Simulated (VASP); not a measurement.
Level of theory: RPBE GGA, VASP's PBE PAW potentials (set 64) (plane waves; VASP).

A VASP calculation is set up with these files.

**KPOINTS**
```
Regular mesh
0
gamma
 14 14 14
```

### POSCAR
```
TiC
2.1805160
  0.0000000000   1.0000001634   1.0000001634
  1.0000001634   0.0000000000   1.0000001634
  1.0000001634   1.0000001634   0.0000000000
Ti C
1 1
Cartesian
  0.0000000000   0.0000000000   0.0000000000
  1.0000001634   1.0000001634   1.0000001634
```

**INCAR**
```
SYSTEM=TiC
PREC=Accurate; ENCUT=520; LREAL=.False.
LASPH=.True.
EDIFF=1E-7; NELM=100; ALGO=Normal
LMAXMIX=4
ISMEAR=1; SIGMA=0.1
GGA=RP
ISIF=2
LWAVE=.False.; LCHARG=.False.
```

POTCAR, in this order: Ti_sv C (PBE.64 set). Program: vasp_std.

Output of the run:

**OSZICAR**
```
       N       E                     dE             d eps       ncg     rms          rms(c)
DAV:   1     0.119381034087E+03    0.11938E+03   -0.84355E+03  2496   0.158E+03
DAV:   2    -0.135965485415E+02   -0.13298E+03   -0.12644E+03  2592   0.382E+02
DAV:   3    -0.229302256987E+02   -0.93337E+01   -0.90137E+01  3252   0.976E+01
DAV:   4    -0.233603699605E+02   -0.43014E+00   -0.42925E+00  3248   0.199E+01
DAV:   5    -0.233766025507E+02   -0.16233E-01   -0.16231E-01  3380   0.345E+00    0.182E+01
DAV:   6    -0.184635174958E+02    0.49131E+01   -0.31962E+01  2988   0.695E+01    0.722E+00
DAV:   7    -0.178423755572E+02    0.62114E+00   -0.48698E+00  3124   0.281E+01    0.468E+00
DAV:   8    -0.178074772776E+02    0.34898E-01   -0.14300E-01  2692   0.499E+00    0.291E+00
DAV:   9    -0.178097321815E+02   -0.22549E-02   -0.16799E-01  2840   0.531E+00    0.827E-01
DAV:  10    -0.178063381334E+02    0.33940E-02   -0.17108E-02  3572   0.187E+00    0.581E-01
DAV:  11    -0.178047585831E+02    0.15796E-02   -0.68656E-03  2680   0.127E+00    0.106E-01
DAV:  12    -0.178047453961E+02    0.13187E-04   -0.38487E-04  2828   0.269E-01    0.369E-02
DAV:  13    -0.178047370113E+02    0.83848E-05   -0.22443E-05  3620   0.648E-02    0.117E-02
DAV:  14    -0.178047361205E+02    0.89076E-06   -0.15974E-06  2880   0.106E-02    0.235E-03
DAV:  15    -0.178047359870E+02    0.13353E-06   -0.23226E-07  2716   0.652E-03    0.506E-04
DAV:  16    -0.178047359136E+02    0.73449E-07   -0.24867E-08  1388   0.168E-03
   1 F= -.17804736E+02 E0= -.17804774E+02  d E =0.114345E-03
```

**OUTCAR**
```
------------------------ aborting loop because EDIFF is reached ----------------------------------------
  FORCE on cell =-STRESS in cart. coord.  units (eV):
  Direction    XX          YY          ZZ          XY          YZ          ZX
  --------------------------------------------------------------------------------------
  Total       -0.0051367     -0.0051367     -0.0051367      0.0000000      0.0000000     -0.0000000
  in kB       -0.3969081     -0.3969081     -0.3969081      0.0000000      0.0000000     -0.0000000
  external PRESSURE =      -0.3969081 kB  Pullay stress =       0.0000000 kB
  volume of cell :       20.74
      direct lattice vectors                 reciprocal lattice vectors
     0.000000000  2.180516356  2.180516356    -0.229303485  0.229303485  0.229303485
     2.180516356  0.000000000  2.180516356     0.229303485 -0.229303485  0.229303485
     2.180516356  2.180516356  0.000000000     0.229303485  0.229303485 -0.229303485
 POSITION                                       TOTAL-FORCE (eV/Angst)
 -----------------------------------------------------------------------------------
      0.00000      0.00000      0.00000         0.000000      0.000000     -0.000000
      2.18052      2.18052      2.18052        -0.000000     -0.000000      0.000000
 -----------------------------------------------------------------------------------
    total drift:                                0.000000     -0.000000     -0.000000
  FREE ENERGIE OF THE ION-ELECTRON SYSTEM (eV)
  ---------------------------------------------------
  free  energy   TOTEN  =       -17.8047359136 eV

  energy  without entropy=      -17.8048502581  energy(sigma->0) =      -17.80477403
```
(Selected blocks of OUTCAR.)

The compound is TiC in the rock salt structure. It was relaxed first.
